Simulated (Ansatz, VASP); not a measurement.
## CuGe4: VASP beside Ansatz

```
Ge Cu
1.0
     4.03036    0.00000    0.00000
    -2.01518    3.49039    0.00000
     0.00000    0.00000   21.59841
Ge Cu
4 1
Direct
  0.33333 0.66667 0.18520
  0.00000 0.00000 0.22329
  0.00000 0.00000 0.34431
  0.66667 0.33333 0.37958
  0.00000 0.00000 0.50922
```

Alike in both runs: task single point; functional PBE; dispersion D3(BJ); k mesh 9 × 9 × 1; occupations gaussian, width 0.1 eV; no spin polarisation.

|  | VASP | Ansatz |
| --- | --- | --- |
| version | VASP 6.6.1 | Ansatz 0.2.0 |
| potentials or method | VASP PAW PBE potentials, release 64 (Ge_d, Cu) | scalar-relativistic, plane waves, PAW |
| plane-wave cutoff (eV) | 520 | 420 |
| valence electrons in the cell | 67 | 75 |

```csv
,VASP,Ansatz,Ansatz less VASP
gap on the k mesh at the Fermi level (eV),none,none,-
rms of the force components (eV/Å),0.260,0.260,+0.0004
```

Atom by atom the forces differ by 0.001 eV/Å (rms over components). A gap of «none» marks a metal or a gap that the smearing closes. The two sets of potentials don't hold the same shells in valence.
